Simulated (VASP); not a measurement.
Computed with r2SCAN meta-GGA, VASP's PBE PAW potentials (set 64) (plane waves; VASP).

VASP input:

KPOINTS_OPT:
```
k-points along high-symmetry lines
6
Line-mode
Reciprocal
  0.000000   0.000000   0.000000 ! GAMMA
  0.500000   0.000000   0.000000 ! M

  0.500000   0.000000   0.000000 ! M
  0.333333   0.333333   0.000000 ! K

  0.333333   0.333333   0.000000 ! K
  0.000000   0.000000   0.000000 ! GAMMA

  0.000000   0.000000   0.000000 ! GAMMA
  0.000000   0.000000   0.500000 ! A

  0.000000   0.000000   0.500000 ! A
  0.500000   0.000000   0.500000 ! L

  0.500000   0.000000   0.500000 ! L
  0.333333   0.333333   0.500000 ! H

  0.333333   0.333333   0.500000 ! H
  0.000000   0.000000   0.500000 ! A

  0.500000   0.000000   0.500000 ! L
  0.500000   0.000000   0.000000 ! M

  0.333333   0.333333   0.500000 ! H
  0.333333   0.333333   0.000000 ! K
```

### POSCAR
```
Ca(CuS)2
3.8907320
  1.0000000893   0.0000000000   0.0000000000
 -0.5000000446   0.8660254586   0.0000000000
  0.0000000000   0.0000000000   1.6740947399
Cu Ca S
2 1 2
Direct
  0.3333330000   0.6666670000   0.3743657031
  0.6666670000   0.3333330000   0.6256342969
  0.0000000000   0.0000000000   0.0000000000
  0.3333330000   0.6666670000   0.7408662052
  0.6666670000   0.3333330000   0.2591337948
```

### KPOINTS
```
Automatic
0
Gamma
7 7 4
```

**INCAR**
```
ALGO = Normal
EDIFF = 1E-7
ENCUT = 400
ISIF = 2
ISMEAR = -5
LASPH = .True.
LCHARG = .False.
LEFG = .True.
LMAXMIX = 4
LMIXTAU = .True.
LORBIT = 11
LREAL = .False.
LWAVE = .False.
METAGGA = R2SCAN
NEDOS = 601
NELM = 100
PREC = Accurate
SYSTEM = Ca(CuS)2
```

POTCAR, in this order: Cu Ca_sv S (PBE.64 set). Program: vasp_std.

What VASP printed:

File OUTCAR:
```
 ion  position               nearest neighbor table
   1  0.333  0.667  0.374-   5 2.37   5 2.37   5 2.37   4 2.39   2 2.78   2 2.78   2 2.78
   2  0.667  0.333  0.626-   4 2.37   4 2.37   4 2.37   5 2.39   1 2.78   1 2.78   1 2.78
   3  0.000  0.000  0.000-   4 2.81   5 2.81   4 2.81   5 2.81   5 2.81   4 2.81
   4  0.333  0.667  0.741-   2 2.37   2 2.37   2 2.37   1 2.39   3 2.81   3 2.81   3 2.81
   5  0.667  0.333  0.259-   1 2.37   1 2.37   1 2.37   2 2.39   3 2.81   3 2.81   3 2.81
  LATTYP: Found a hexagonal cell.
 ALAT       =     3.8907323473
 C/A-ratio  =     1.6740945905
 Subroutine PRICEL returns:
 Original cell was already a primitive cell.
 Subroutine GETGRP returns: Found 12 space group operations
The static configuration has the point symmetry D_3d.
The dynamic configuration has the point symmetry D_3d.
 Subroutine INISYM returns: Found 12 space group operations
 Subroutine IBZKPT returns following result:
 Found     28 irreducible k-points:

 Following reciprocal coordinates:
            Coordinates               Weight
  0.000000  0.000000  0.000000      1.000000
  0.142857  0.000000  0.000000      6.000000
  0.285714  0.000000  0.000000      6.000000
  0.428571  0.000000  0.000000      6.000000
  0.142857  0.142857  0.000000      6.000000
  0.285714  0.142857  0.000000     12.000000
  0.428571  0.142857  0.000000      6.000000
  0.285714  0.285714  0.000000      6.000000
  0.000000  0.000000  0.250000      2.000000
  0.142857  0.000000  0.250000      6.000000
  0.000000  0.142857  0.250000      6.000000
  0.285714  0.000000  0.250000      6.000000
  0.000000  0.285714  0.250000      6.000000
  0.428571  0.000000  0.250000      6.000000
  0.000000  0.428571  0.250000      6.000000
  0.142857  0.142857  0.250000     12.000000
  0.285714  0.142857  0.250000     12.000000
 -0.142857  0.428571  0.250000     12.000000
  0.428571  0.142857  0.250000     12.000000
  0.285714  0.285714  0.250000     12.000000
  0.000000  0.000000  0.500000      1.000000
  0.142857  0.000000  0.500000      6.000000
  0.285714  0.000000  0.500000      6.000000
  0.428571  0.000000  0.500000      6.000000
  0.142857  0.142857  0.500000      6.000000
  0.285714  0.142857  0.500000     12.000000
  0.428571  0.142857  0.500000      6.000000
  0.285714  0.285714  0.500000      6.000000
   k-points           NKPTS =     28   k-points in BZ     NKDIM =     28   number of bands    NBANDS=     26
   number of dos      NEDOS =    601   number of ions     NIONS =      5
   total plane-waves  NPLWV =  32928
   dimension x,y,z NGX =    28 NGY =   28 NGZ =   42
   dimension x,y,z NGXF=    56 NGYF=   56 NGZF=   84
   ions per type =               2   1   2
   PREC   = accura    normal or accurate (medium, high low for compatibility)
   ISTART =      0    job   : 0-new  1-cont  2-samecut
   ICHARG =      2    charge: 1-file 2-atom 10-const
   ISPIN  =      1    spin polarized calculation?
   LNONCOLLINEAR =      F non collinear calculations
   LSORBIT =      F    spin-orbit coupling
   INIWAV =      1    electr: 0-lowe 1-rand  2-diag
   ENCUT  =  400.0 eV  29.40 Ry    5.42 a.u.   6.34  6.34 10.62*2*pi/ulx,y,z
   NELM   =    100;   NELMIN=  2; NELMDL= -5     # of ELM steps
   EDIFF  = 0.1E-06   stopping-criterion for ELM
   LREAL  =      F    real-space projection
   NLSPLINE    = F    spline interpolate recip. space projectors
   LMAXMIX     =    4 max onsite mixed and CHGCAR
   VOSKOWN=      0    Vosko Wilk Nusair interpolation
   EDIFFG = 0.1E-05   stopping-criterion for IOM
   NSW    =      0    number of steps for IOM
   NBLOCK =      1;   KBLOCK =      1    inner block; outer block
   IBRION =     -1    ionic relax: 0-MD 1-quasi-New 2-CG
   NFREE  =      0    steps in history (QN), initial steepest desc. (CG)
   ISIF   =      2    stress and relaxation
   ISYM   =      2    0-nonsym 1-usesym 2-fastsym
...
```

File OSZICAR:
```
       N       E                     dE             d eps       ncg     rms          rms(c)
DAV:   1     0.337661489811E+03    0.33766E+03   -0.17793E+04  1456   0.177E+03
DAV:   2    -0.229486483873E+02   -0.36061E+03   -0.35457E+03  1456   0.413E+02
DAV:   3    -0.585277265683E+02   -0.35579E+02   -0.35074E+02  2212   0.145E+02
DAV:   4    -0.604300293030E+02   -0.19023E+01   -0.18880E+01  2624   0.316E+01
DAV:   5    -0.604923117028E+02   -0.62282E-01   -0.62005E-01  2304   0.494E+00    0.151E+01
DAV:   6    -0.564036925381E+02    0.40886E+01   -0.87035E+01  2336   0.169E+02    0.143E+01
DAV:   7    -0.506118783026E+02    0.57918E+01   -0.15996E+01  1902   0.104E+02    0.769E+00
DAV:   8    -0.497869147754E+02    0.82496E+00   -0.53912E+00  2376   0.386E+01    0.320E+00
DAV:   9    -0.499760581282E+02   -0.18914E+00   -0.93236E-01  2000   0.781E+00    0.130E+00
DAV:  10    -0.501586285759E+02   -0.18257E+00   -0.42930E-01  2006   0.669E+00    0.105E+00
DAV:  11    -0.501930731452E+02   -0.34445E-01   -0.91689E-02  2176   0.268E+00    0.541E-01
DAV:  12    -0.502058632700E+02   -0.12790E-01   -0.31455E-02  2248   0.217E+00    0.311E-01
DAV:  13    -0.501974913806E+02    0.83719E-02   -0.19396E-02  2392   0.218E+00    0.126E-01
DAV:  14    -0.502093600946E+02   -0.11869E-01   -0.34376E-03  2080   0.780E-01    0.722E-02
DAV:  15    -0.502137924196E+02   -0.44323E-02   -0.21275E-03  1888   0.412E-01    0.464E-02
DAV:  16    -0.502138447705E+02   -0.52351E-04   -0.34206E-04  2424   0.291E-01    0.162E-02
DAV:  17    -0.502139629869E+02   -0.11822E-03   -0.91924E-05  1616   0.849E-02    0.102E-02
DAV:  18    -0.502141901506E+02   -0.22716E-03   -0.12595E-04  1724   0.963E-02    0.494E-03
DAV:  19    -0.502142004853E+02   -0.10335E-04   -0.10014E-05  2368   0.287E-02    0.301E-03
DAV:  20    -0.502141997437E+02    0.74164E-06   -0.58971E-07  1920   0.635E-03    0.196E-03
DAV:  21    -0.502142003679E+02   -0.62424E-06   -0.40735E-07  1688   0.537E-03    0.143E-03
DAV:  22    -0.502142001015E+02    0.26640E-06   -0.17422E-07  1312   0.820E-03    0.108E-03
DAV:  23    -0.502142005210E+02   -0.41945E-06   -0.12834E-07  1076   0.338E-03    0.496E-04
DAV:  24    -0.502142003833E+02    0.13769E-06   -0.20508E-08   884   0.203E-03    0.376E-04
DAV:  25    -0.502142003438E+02    0.39480E-07   -0.17442E-08   878   0.173E-03
   1 F= -.50214200E+02 E0= -.50214200E+02  d E =0.000000E+00
       N       E                     dE             ncg
       N       E                     dE             ncg
```

### OUTCAR
```
------------------------ aborting loop because EDIFF is reached ----------------------------------------
  FORCE on cell =-STRESS in cart. coord.  units (eV):
  Direction    XX          YY          ZZ          XY          YZ          ZX
  --------------------------------------------------------------------------------------
  Total        0.0456961      0.0456961     -0.0700434      0.0000000      0.0000000     -0.0000000
  in kB        0.8574035      0.8574034     -1.3142362      0.0000000      0.0000000     -0.0000000
  external PRESSURE =       0.1335236 kB  Pullay stress =       0.0000000 kB
  volume of cell :       85.39
      direct lattice vectors                 reciprocal lattice vectors
     3.890732347  0.000000000  0.000000000     0.257021021  0.148391159  0.000000000
    -1.945366174  3.369472965  0.000000000     0.000000000  0.296782319  0.000000000
     0.000000000  0.000000000  6.513453976     0.000000000  0.000000000  0.153528374
 POSITION                                       TOTAL-FORCE (eV/Angst)
 -----------------------------------------------------------------------------------
     -0.00000      2.24632      2.43841        -0.000000      0.000000     -0.006965
      1.94537      1.12316      4.07504         0.000000     -0.000000      0.006965
      0.00000      0.00000      0.00000         0.000000      0.000000      0.000000
     -0.00000      2.24632      4.82560        -0.000000      0.000000      0.000458
      1.94537      1.12316      1.68786         0.000000     -0.000000     -0.000458
 -----------------------------------------------------------------------------------
    total drift:                                0.000000      0.000000      0.000000
  FREE ENERGIE OF THE ION-ELECTRON SYSTEM (eV)
  ---------------------------------------------------
  free  energy   TOTEN  =       -50.2142003438 eV

  energy  without entropy=      -50.2142003438  energy(sigma->0) =      -50.21420034

 total charge

# of ion       s       p       d       tot
------------------------------------------
    1        0.339   0.357   9.313  10.010
    2        0.339   0.357   9.313  10.010
    3        2.027   5.859   0.274   8.161
    4        1.292   2.463   0.000   3.755
    5        1.292   2.463   0.000   3.755
--------------------------------------------------
tot          5.291  11.500  18.900  35.691

 Electric field gradients after diagonalization (V/A^2)
 (convention: |V_zz| > |V_xx| > |V_yy|)
----------------------------------------------------------------------
 ion       V_xx      V_yy      V_zz     asymmetry (V_yy - V_xx)/ V_zz
----------------------------------------------------------------------
   1      -5.115    -5.114    10.229       0.000
   2      -5.115    -5.114    10.229       0.000
   3       1.397     1.396    -2.793       0.000
   4       0.519     0.518    -1.037       0.001
   5       0.519     0.518    -1.037       0.001
```
(Selected blocks of OUTCAR.)

The structure comes from a measured CaCu2S2 entry (P-3m1) of the Crystallography Open Database, whose conditions weren't checked. It was relaxed first.
